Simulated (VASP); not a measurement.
**Adsorption sites of N on Rh(100)**

Aim: adsorption energies of N on the high-symmetry sites of Rh(100), at a coverage of 1/4.

Calculated with VASP 6.6.1; RPBE; plane waves and PAW (Rh), in the first sound run; inputs show where later runs differ.

## (1) The structure

The structure is cubic, space group Fm-3m (No. 225). Conventional cell: a = 3.800 Å, b = 3.800 Å, c = 3.800 Å, α = 90.00°, β = 90.00°, γ = 90.00°. Nearest to Rh lie 12 Rh at 2.69 Å.

As a file:

```cif
data_structure
_symmetry_space_group_name_H-M 'P 1'
_symmetry_Int_Tables_number 1
_cell_length_a 2.6870
_cell_length_b 2.6870
_cell_length_c 2.6870
_cell_angle_alpha 60.000
_cell_angle_beta 60.000
_cell_angle_gamma 60.000
_cell_volume 13.72
loop_
_atom_site_label
_atom_site_type_symbol
_atom_site_fract_x
_atom_site_fract_y
_atom_site_fract_z
_atom_site_occupancy
Rh1 Rh 0.00000 0.00000 0.00000 1
```

## (2) The bulk reference, job relaxation, k-mesh 17×17×17

The bulk crystal is relaxed first, so that the slabs are cut at this functional's lattice.

Contents of INCAR:

```
SYSTEM = Rh
PREC = Accurate
ENCUT = 570
EDIFF = 1E-06
NELM = 120
ISMEAR = 1
SIGMA = 0.15
LREAL = .FALSE.
ALGO = Normal
GGA = RP
NBANDS = 10
LASPH = .TRUE.
LORBIT = 11
LWAVE = .FALSE.
LCHARG = .FALSE.
KPAR = 4
IBRION = 2
NSW = 30
ISIF = 3
EDIFFG = -0.01
POTIM = 0.4
```

Contents of POSCAR:

```
Rh
1.0
    0.0000000000      1.9000000000      1.9000000000
    1.9000000000      0.0000000000      1.9000000000
    1.9000000000      1.9000000000      0.0000000000
Rh
1
Direct
    0.0000000000      0.0000000000      0.0000000000
```

Contents of KPOINTS:

```
Automatic mesh
0
Gamma
17 17 17
0 0 0
```

PAW data sets: Rh (PBE family, release 64).

Command:

```console
mpirun -np 4 vasp_std
```

The program printed:

```text
[banner, memory and clock lines left out]
running    4 mpi-ranks, on    1 nodes
 distrk:  each k-point on    1 cores,    4 groups
 distr:  one band on    1 cores,    1 groups

 POSCAR found type information on POSCAR Rh
 POSCAR found :  1 types and       1 ions
|                                                                             |
|               ----> ADVICE to this user running VASP <----                  |
|                                                                             |
|     You enforced a specific xc type in the INCAR file but a different       |
|     [... a line on the potential file left out ...]
|     I HOPE YOU KNOW WHAT YOU ARE DOING!                                     |
|                                                                             |

 LDA part: xc-table for (Slater+PW92), standard interpolation
 POSCAR, INCAR and KPOINTS ok, starting setup
 FFT: planning ... GRIDC
 FFT: planning ... GRID_SOFT
 FFT: planning ... GRID
 WAVECAR not read
 entering main loop
       N       E                     dE             d eps       ncg     rms          rms(c)
DAV:   1     0.333646541429E+02    0.33365E+02   -0.44513E+03  3316   0.849E+02
DAV:   2    -0.670750331126E+01   -0.40072E+02   -0.38667E+02  3456   0.168E+02
DAV:   3    -0.709490695908E+01   -0.38740E+00   -0.38623E+00  4018   0.186E+01
DAV:   4    -0.709540135836E+01   -0.49440E-03   -0.49438E-03  3988   0.681E-01
DAV:   5    -0.709540259654E+01   -0.12382E-05   -0.12379E-05  3792   0.326E-02    0.101E+01
DAV:   6    -0.666932858448E+01    0.42607E+00   -0.12775E+00  3510   0.960E+00    0.394E+00
DAV:   7    -0.663083582970E+01    0.38493E-01   -0.11058E-01  3656   0.270E+00    0.146E+00
DAV:   8    -0.662580457090E+01    0.50313E-02   -0.52769E-03  3528   0.675E-01    0.479E-01
DAV:   9    -0.662499135415E+01    0.81322E-03   -0.28330E-04  3498   0.158E-01    0.691E-02
DAV:  10    -0.662497158262E+01    0.19772E-04   -0.56779E-06  3982   0.218E-02    0.128E-02
DAV:  11    -0.662496860985E+01    0.29728E-05   -0.87550E-08  2204   0.295E-03    0.633E-04
DAV:  12    -0.662496857456E+01    0.35293E-07   -0.77842E-09  1692   0.672E-04
   1 F= -.66249686E+01 E0= -.66256688E+01  d E =-.662497E+01
 curvature:   0.00 expect dE= 0.000E+00 dE for cont linesearch  0.000E+00
 trial: gam= 0.00000 g(F)=  0.000E+00 g(S)=  0.808E-01 ort = 0.000E+00 (trialstep = 0.100E+01)
 search vector abs. value=  0.808E-01
 bond charge predicted
       N       E                     dE             d eps       ncg     rms          rms(c)
DAV:   1    -0.730701628600E+01   -0.68205E+00   -0.15372E+01  3340   0.388E+01    0.535E+00
DAV:   2    -0.662277938292E+01    0.68424E+00   -0.26279E+00  3306   0.128E+01    0.191E+00
DAV:   3    -0.660596026926E+01    0.16819E-01   -0.75028E-02  3558   0.188E+00    0.102E+00
DAV:   4    -0.660575459534E+01    0.20567E-03   -0.62701E-03  3500   0.658E-01    0.202E-01
DAV:   5    -0.660601130399E+01   -0.25671E-03   -0.46023E-04  3902   0.113E-01    0.304E-02
DAV:   6    -0.660602206730E+01   -0.10763E-04   -0.42801E-06  3524   0.208E-02    0.356E-03
DAV:   7    -0.660602236841E+01   -0.30111E-06   -0.23488E-07  1992   0.321E-03
   2 F= -.66060224E+01 E0= -.66068526E+01  d E =0.189462E-01
 trial-energy change:    0.018946  1 .order    0.014122   -0.080850    0.109093
 step:   0.3894(harm=  0.4257)  dis= 0.00000  next Energy=    -6.640426 (dE=-0.155E-01)
 bond charge predicted
       N       E                     dE             d eps       ncg     rms          rms(c)
DAV:   1    -0.689879744983E+01   -0.29278E+00   -0.56996E+00  3336   0.231E+01    0.379E+00
DAV:   2    -0.664731481552E+01    0.25148E+00   -0.90445E-01  3300   0.764E+00    0.676E-01
DAV:   3    -0.663954079846E+01    0.77740E-02   -0.37660E-02  3520   0.135E+00    0.301E-01
DAV:   4    -0.663995668050E+01   -0.41588E-03   -0.30517E-03  3446   0.430E-01    0.284E-02
DAV:   5    -0.664002500108E+01   -0.68321E-04   -0.51841E-05  4076   0.430E-02    0.180E-02
DAV:   6    -0.664002483124E+01    0.16983E-06   -0.15098E-06  3494   0.138E-02
   3 F= -.66400248E+01 E0= -.66407791E+01  d E =-.150563E-01
 curvature:  -0.21 expect dE=-0.239E-05 dE for cont linesearch -0.239E-05
 trial: gam= 0.00000 g(F)=  0.601E-64 g(S)=  0.113E-04 ort =-0.955E-03 (trialstep = 0.878E+00)
 search vector abs. value=  0.113E-04
 reached required accuracy - stopping structural energy minimisation
```

Elapsed: 9.8 s, on 4 MPI ranks of Intel Xeon 6975P-C (Granite Rapids), shared host; peak memory 0.64 GiB; 36 s of CPU time.

Lines that name or quote the potential files are left out of all logs, and their timing lines are given in words.

OUTCAR, selected parts (step 2):

```text
ion  position               nearest neighbor table
   1  0.000  0.000  0.000-

  LATTYP: Found a face centered cubic cell.
 ALAT       =     3.8000000000

 Subroutine GETGRP returns: Found 48 space group operations
 (whereof 48 operations were pure point group operations)

The static configuration has the point symmetry O_h .

 Found    165 irreducible k-points:

   k-points           NKPTS =    165   k-points in BZ     NKDIM =    165   number of bands    NBANDS=     10

   dimension x,y,z NGX =    24 NGY =   24 NGZ =   24
   dimension x,y,z NGXF=    48 NGYF=   48 NGZF=   48

   ENCUT  =  570.0 eV  41.89 Ry    6.47 a.u.   5.23  5.23  5.23*2*pi/ulx,y,z

   NELECT =       9.0000    total number of electrons

 k-points in reciprocal lattice and weights: Automatic mesh
   0.00000000  0.00000000  0.00000000       0.000
   0.05882353  0.00000000  0.00000000       0.002
   0.11764706  0.00000000  0.00000000       0.002
   0.17647059  0.00000000  0.00000000       0.002
   0.23529412  0.00000000  0.00000000       0.002
   0.29411765  0.00000000  0.00000000       0.002
   0.35294118  0.00000000  0.00000000       0.002
   0.41176471  0.00000000  0.00000000       0.002
   0.47058824  0.00000000  0.00000000       0.002
[...]
-0.29411765  0.47058824  0.17647059       0.005
  -0.29411765  0.47058824  0.23529412       0.005

 average (electrostatic) potential at core
       1 -62.4173

 E-fermi :  11.1837

 k-point     1 :       0.0000    0.0000    0.0000
  band No.  band energies     occupation
    ...
      2       8.2842      2.00000
      3       8.2842      2.00000
      4       8.2842      2.00000
      5      10.2421      2.00000
      6      10.2421      2.00000
      7      27.2121      0.00000
      8      27.3777      0.00000
      9      32.4944      0.00000
     10      32.4944      0.00000

 k-point     2 :       0.0588    0.0000    0.0000
  band No.  band energies     occupation
    ...
      2       8.2262      2.00000
      3       8.3359      2.00000
      4       8.3359      2.00000
      5      10.2138      2.00000
      6      10.2138      2.00000
      7      27.3775      0.00000
      8      27.4005      0.00000
      9      31.7177      0.00000
     10      32.6859      0.00000

 k-point     3 :       0.1176    0.0000    0.0000
  band No.  band energies     occupation
    ...
      2       8.0849      2.00000
      3       8.4682      2.00000
      4       8.4682      2.00000
      5      10.1566      2.00000
      6      10.1566      2.00000
      7      27.3766      0.00000
      8      27.8879      0.00000
      9      30.1524      0.00000
     10      33.2382      0.00000

  Total       -0.0098740     -0.0098740     -0.0098740      0.0000000     -0.0000000      0.0000000
  in kB       -1.1108461     -1.1108461     -1.1108461      0.0000000     -0.0000000      0.0000000
  external PRESSURE =      -1.1108461 kB  Pullay stress =       0.0000000 kB

  energy-cutoff  :      570.00
  volume of cell :       14.24
      direct lattice vectors                 reciprocal lattice vectors
     0.000000000  1.923862047  1.923862047    -0.259893895  0.259893895  0.259893895
     1.923862047  0.000000000  1.923862047     0.259893895 -0.259893895  0.259893895
     1.923862047  1.923862047 -0.000000000     0.259893895  0.259893895 -0.259893895

 POSITION                                       TOTAL-FORCE (eV/Angst)
 -----------------------------------------------------------------------------------
      0.00000      0.00000      0.00000        -0.000000      0.000000      0.000000
 -----------------------------------------------------------------------------------
    total drift:                               -0.000000      0.000000     -0.000000

  FREE ENERGIE OF THE ION-ELECTRON SYSTEM (eV)
  ---------------------------------------------------
  free  energy   TOTEN  =        -6.6400248312 eV

  energy  without entropy=       -6.6422877408  energy(sigma->0) =       -6.64077913

 reached required accuracy - stopping structural energy minimisation

 total charge
# of ion       s       p       d       tot
------------------------------------------
    1        0.496   0.539   7.337   8.372

[... 3 further parts left out ...]
```

This run has no spin polarisation. Its electron count is odd, so without a moment it is a metal by construction. The PAW data sets were made with PBE, which is usual practice but a small mismatch for other functionals. The run keeps the 48 symmetry operations of its start, so it cannot find a distortion of lower symmetry.

Relaxation path:

```csv
step,energy less that of the first step (eV),largest force (eV/Å),pressure (GPa),volume (Å³)
1,0.0000,0.0000,9.76,13.72
2,0.0189,0.0000,-11.97,15.09
3,-0.0151,0.0000,-0.11,14.24
```

```
conventional cell, symmetrised  before  after  change
                         a (Å)   3.800  3.848  +1.3 %
                         b (Å)   3.800  3.848  +1.3 %
                         c (Å)   3.800  3.848  +1.3 %
              volume (Å³/atom)   13.72  14.24  +3.8 %
```

Final coordinates:

```xyz
1
Lattice="0.0000 1.9239 1.9239 1.9239 0.0000 1.9239 1.9239 1.9239 0.0000" Properties=species:S:1:pos:R:3 pbc="T T T"
Rh    0.0000    0.0000    0.0000
```

This step gave:

```yaml
electronic_cycles: 25
electrons: 9
free_energy_toten: -6.640 eV
energy_at_zero_smearing: -6.641 eV
fermi_energy: 11.18 eV
metallic: yes
```

The run ended after 3 ionic steps, 0.015 eV below its first step, once forces and stress met EDIFFG = -0.01.

Energy at zero smearing: -6.64078 eV.

## (3) The bulk reference, job self-consistent run, k-mesh 21×21×21

Contents of INCAR:

```
SYSTEM = Rh
PREC = Normal
ENCUT = 440
EDIFF = 1E-06
NELM = 120
ISMEAR = 1
SIGMA = 0.15
LREAL = .FALSE.
ALGO = Fast
GGA = RP
NBANDS = 10
LASPH = .TRUE.
LORBIT = 11
LWAVE = .FALSE.
LCHARG = .FALSE.
KPAR = 4
```

Contents of POSCAR:

```
Rh
1.0
    0.0000000000      1.9238620474      1.9238620474
    1.9238620474      0.0000000000      1.9238620474
    1.9238620474      1.9238620474      0.0000000000
Rh
1
Direct
    0.0000000000      0.0000000000      0.0000000000
```

Contents of KPOINTS:

```
Automatic mesh
0
Gamma
21 21 21
0 0 0
```

Command:

```console
mpirun -np 4 vasp_std
```

The program printed:

```text
[banner, memory and clock lines left out]
running    4 mpi-ranks, on    1 nodes
[...]
[... a notice as in an earlier step ...]

 LDA part: xc-table for (Slater+PW92), standard interpolation
 POSCAR, INCAR and KPOINTS ok, starting setup
[...]
entering main loop
       N       E                     dE             d eps       ncg     rms          rms(c)
DAV:   1     0.267424287785E+02    0.26742E+02   -0.37494E+03  5802   0.675E+02
DAV:   2    -0.681067404663E+01   -0.33553E+02   -0.32390E+02  6016   0.148E+02
DAV:   3    -0.711139927249E+01   -0.30073E+00   -0.29967E+00  7072   0.158E+01
DAV:   4    -0.711175000270E+01   -0.35073E-03   -0.35071E-03  6956   0.558E-01
[...]
RMM:  11    -0.663746271276E+01    0.14730E-04   -0.19240E-05  6890   0.425E-02    0.468E-03
RMM:  12    -0.663746385447E+01   -0.11417E-05   -0.19538E-06  5443   0.136E-02    0.144E-03
RMM:  13    -0.663746389364E+01   -0.39167E-07   -0.26957E-07  4500   0.486E-03
   1 F= -.66374639E+01 E0= -.66376927E+01  d E =0.686482E-03
```

The job ended after 4 s (4 MPI ranks; peak memory 0.51 GiB).

OUTCAR, selected parts (step 3):

```text
  Total       -0.0013108     -0.0013108     -0.0013108     -0.0000000     -0.0000000      0.0000000
  in kB       -0.1474673     -0.1474673     -0.1474673     -0.0000000     -0.0000000      0.0000000
  external PRESSURE =      -0.1474673 kB  Pullay stress =       0.0000000 kB

 POSITION                                       TOTAL-FORCE (eV/Angst)
 -----------------------------------------------------------------------------------
      0.00000      0.00000      0.00000         0.000000      0.000000      0.000000
 -----------------------------------------------------------------------------------
    total drift:                               -0.000000     -0.000000     -0.000000

  FREE ENERGIE OF THE ION-ELECTRON SYSTEM (eV)
  ---------------------------------------------------
  free  energy   TOTEN  =        -6.6374638936 eV

  energy  without entropy=       -6.6381503752  energy(sigma->0) =       -6.63769272

[... 3 further parts left out ...]
[key lines of the parts left out:]
E-fermi :  11.1781
```

This step gave:

* electronic cycles: 13
* free energy (TOTEN): -6.637 eV
* energy at zero smearing: -6.638 eV

Energy at zero smearing: -6.63769 eV.

The run ends at a pressure of -0.01 GPa.

(Part 1 of 7 ends here.)

[Lines on the potential files, build, host, timing and source positions are cut from VASP's logs without a mark.]

[Logs are printed without paths, hosts, clocks, repeated set-up lines and the standing remarks that a program may print on its own settings, such as how far it seeks lower states.]

[Hosts, paths, dates, database ids (printed as entryN), source tags and the programs' standing remarks are cut or masked in the printed files.]

[Runs that stopped without an error message from VASP are left out.]
